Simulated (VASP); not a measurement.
Input:

```xyz
4
Lattice="3.4615 0.0000 0.0000 0.0000 3.4615 0.0000 0.0000 0.0000 3.4615" Properties=species:S:1:pos:R:3 pbc="T T T"
Si     0.0000     0.0000     0.0000
Ni     0.0000     1.7307     1.7307
Ni     1.7307     0.0000     1.7307
Ni     1.7307     1.7307     0.0000
```

The numbers are results of PBEsol GGA, VASP's PBE PAW potentials (set 64) (plane waves; VASP), not measurements. Settings: 500 eV cut-off, 9×9×9 Γ-centred mesh, first-order Methfessel-Paxton smearing of 0.10 eV, potentials Si Ni.

Q: The ions, cell shape and volume at an external pressure of 5.0 GPa are relaxed. What does this cell relax into?

A: 
```xyz
4
Lattice="3.4386 0.0000 0.0000 0.0000 3.4386 0.0000 0.0000 0.0000 3.4386" Properties=species:S:1:pos:R:3 pbc="T T T"
Si     0.0000     0.0000     0.0000
Ni     0.0000     1.7193     1.7193
Ni     1.7193     0.0000     1.7193
Ni     1.7193     1.7193     0.0000
```
Space group Pm-3m (221), at a tolerance of 0.03 Å.

Q: How do energy and volume change from the first to the last step?

A: The energy (σ→0) changes by +3.1 meV/atom and the volume by -2.0 %, in 3 ionic steps.

```
step  E(σ→0) (eV)  max force (eV/Å)  pressure (GPa)  volume (Å³)
----  -----------  ----------------  --------------  -----------
1        -26.2919             0.000            0.02        41.47
2        -26.2208             0.000           12.54        39.57
3        -26.2795             0.000            5.02        40.66
```

The compound is Ni3Si in the L1_2 structure. This run relaxes it under an external pressure of 5 GPa. Symmetry was kept, so distortions that lower it aren't found. The run is not spin-polarised, so no magnetic state was tried.
